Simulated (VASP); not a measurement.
The input files of a VASP run:

### KPOINTS
```
Automatic
0
G
 8 8 8
0 0 0
```

### POSCAR
```
Ti3B
1
    0.0000000000     2.9636525252     2.9636525252
    2.9636525252     0.0000000000     2.9636525252
    2.9636525252     2.9636525252     0.0000000000
B Ti
1 3
Direct
  0.0000000000   0.0000000000   0.0000000000
  0.5000000000   0.5000000000   0.5000000000
  0.2500000000   0.2500000000   0.2500000000
  0.7500000000   0.7500000000   0.7500000000
```

### INCAR
```
# general
SYSTEM =Ti3B
PREC   =Accurate
ENCUT  =520
LREAL  =.FALSE.
LASPH  =.TRUE.

# electronic loop
EDIFF  =1E-6
NELM   =100
ALGO   =Normal
LMAXMIX=4

# smearing
ISMEAR =1
SIGMA  =0.1

# functional
GGA    =PS

# ions
IBRION =2
NSW    =60
ISIF   =3
EDIFFG =-0.02

# output
LWAVE  =.FALSE.
LCHARG =.FALSE.
```

POTCAR, in this order: B Ti_sv (PBE.64 set). Program: vasp_std.

### Question
Translate this PBEsol calculation to Ansatz.

### Answer
One equivalent input (not run):
Ansatz 0.2 input:
```yaml
crystal:
  lattice:
    - [0.0000000, 2.9636525, 2.9636525]
    - [2.9636525, 0.0000000, 2.9636525]
    - [2.9636525, 2.9636525, 0.0000000]
  atoms:
    - { symbol: B, position: [0.0000000, 0.0000000, 0.0000000] }
    - { symbol: Ti, position: [0.5000000, 0.5000000, 0.5000000] }
    - { symbol: Ti, position: [0.2500000, 0.2500000, 0.2500000] }
    - { symbol: Ti, position: [0.7500000, 0.7500000, 0.7500000] }
kpoints:
  mp_grid: { grid: [8, 8, 8] }
hamiltonian:
  xc: pbesol
  pseudopotentials: { kind: paw }
scf:
  occupations: { method: methfessel_paxton, width: 0.1 }
  max_iter: 100
relax:
  max_steps: 60
  f_tol: 0.02
  cell: {}
output: { forces: true, stress: true, eigenvalues: true }
```
The two are equivalent in intent, not identical: each code has its own PAW files, so the cut-off isn't converted (ENCUT is set for VASP's; basis.ecutwfc is left out, and Ansatz then takes the one that its files recommend); Ansatz stops its SCF on the density residual and VASP on the energy change (EDIFF).

The structure was generated: Ti3B was put into the D03 type (Fm-3m), which need not be its known phase. It was relaxed first, which changed the volume by -35 %. The start is the result of an earlier pass.
